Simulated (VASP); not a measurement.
A convergence study with VASP on RbCl: one setting is varied, all else stays as given below, so the limit is that of these other settings.

```
CELL_PARAMETERS angstrom
      4.62950     0.00000     0.00000
     -4.62950     4.62950     0.00000
      0.00000     0.00000    23.82068
ATOMIC_POSITIONS crystal
  Cl 0.00000 0.50000 0.43129
  Cl 0.00000 0.00000 0.29386
  Cl 0.00000 0.50000 0.70614
  Cl 0.00000 0.00000 0.56871
  Rb 0.00000 0.00000 0.43129
  Rb 0.00000 0.50000 0.29386
  Rb 0.00000 0.00000 0.70614
  Rb 0.00000 0.50000 0.56871
```

Computed with PBE GGA, VASP's PBE PAW potentials (set 64) (plane waves; VASP). The tightest run used: 600 eV cut-off, 7×7×1 Γ-centred mesh, Fermi-Dirac smearing of 0.010 eV, potentials Cl Rb_sv.

Gaps are read on the run's mesh, which can miss a band edge.

```tsv
setting	E (eV/atom)	gap on the mesh (eV)	plane waves
ENCUT = 150	-3.3483	4.763	2171
ENCUT = 180	-3.3038	4.773	2832
ENCUT = 210	-3.2981	4.813	3577
```

### Question
These are the cheaper rows. Estimate the results at ENCUT = 600, and how far the last row shown lies from them.

### Answer

```
quantity              tightest run  last row shown is off by
--------------------  ------------  ------------------------
E (eV/atom)                -3.2982                    0.0001
gap on the mesh (eV)         4.822                    -0.008
```

Left out are rungs that failed or repeat a setting and relaxations that didn't move; long series are thinned to 24 rows.

The cell is a sheet or thin cut with vacuum, built from a generated structure.
